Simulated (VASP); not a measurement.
Computed with PBE GGA, VASP's PBE PAW potentials (set 64) (plane waves; VASP 6.6.1).

VASP ran on this input.

### INCAR
```
ALGO = Normal
EDIFF = 1E-6
ENCUT = 400
GGA = PE
ISIF = 2
ISMEAR = 0
ISYM = 0
LASPH = .True.
LCHARG = .False.
LMAXMIX = 4
LREAL = .False.
LWAVE = .False.
NELM = 100
PREC = Accurate
SIGMA = 0.05
SYSTEM = SbAs
```

File KPOINTS:
```
Automatic mesh
0
gamma
  7 7 7
0 0 0
```

### POSCAR
```
SbAs
2.8116880
  0.0000000000   1.0000000000   1.0000000000
  1.0000000000   0.0000000000   1.0000000000
  1.0000000000   1.0000000000   0.0000000000
As Sb
1 1
Direct
  0.0000000000   0.0000000000   0.0000000000
  0.5000000000   0.5000000000   0.5000000000
```

POTCAR, in this order: As Sb (PBE.64 set). Program: vasp_std.

Unless said otherwise, spin-orbit coupling is left out, though it shifts the bands of the heavy elements here.

**Question.** What does the run give for the energy per atom (σ→0), pressure, band gap (on the k-mesh)?

**Answer.** 
```json
{
 "energy per atom (σ→0)": "-4.284 eV/atom",
 "band gap (on the k-mesh)": "none (metal, semimetal or under 0.01 eV)",
 "pressure": "9.91 GPa"
}
```

### OSZICAR
```
...
DAV:   5    -0.862972648198E+01   -0.35692E-04   -0.35692E-04  3575   0.144E-01    0.355E+00
DAV:   6    -0.856838486303E+01    0.61342E-01   -0.22467E-01  3273   0.212E+00    0.214E+00
DAV:   7    -0.856880996329E+01   -0.42510E-03   -0.29814E-02  3721   0.103E+00    0.770E-01
DAV:   8    -0.856905998914E+01   -0.25003E-03   -0.20300E-03  3246   0.303E-01    0.107E-01
DAV:   9    -0.856915980901E+01   -0.99820E-04   -0.16748E-04  3495   0.110E-01    0.580E-02
DAV:  10    -0.856915986749E+01   -0.58484E-07   -0.11685E-05  3814   0.251E-02    0.151E-02
DAV:  11    -0.856915995538E+01   -0.87882E-07   -0.65000E-06  3188   0.161E-02
   1 F= -.85691600E+01 E0= -.85687507E+01  d E =-.818471E-03
```

The structure was generated: SbAs was put into the rocksalt type (Fm-3m), which need not be its known phase. The cell was not relaxed at this level. The run is one of a series of settings (ISYM = 0 against the base run), some of them coarse on purpose.
